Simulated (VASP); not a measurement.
Input:

```
CELL_PARAMETERS angstrom
      4.38646     0.00000     0.00000
      0.00000     4.38646     0.00000
      0.00000     0.00000     4.38646
ATOMIC_POSITIONS crystal
  Cs 0.00000 0.00000 0.00000
  Br 0.50000 0.50000 0.50000
```

Level of theory: PBE GGA, VASP's PBE PAW potentials (set 64) (plane waves; VASP 6.6.1). Run with 400 eV cut-off, 6×6×6 Γ-centred mesh, Gaussian smearing of 0.050 eV, potentials Cs_sv Br.

Unless said otherwise, spin-orbit coupling is left out, though it shifts the bands of the heavy elements here.

Predict the energy per atom (σ→0), band gap (on the k-mesh) with the smallest direct gap where there is one.

The band gap (on the k-mesh) is 4.25 eV, the smallest direct gap (on the k-mesh) is 4.27 eV and the energy per atom (σ→0) comes out as -290.6 kJ/mol-atom.

The compound is CsBr in the CsCl type structure. It was relaxed first, which changed the volume by +7 %. The start is the result of an earlier pass.
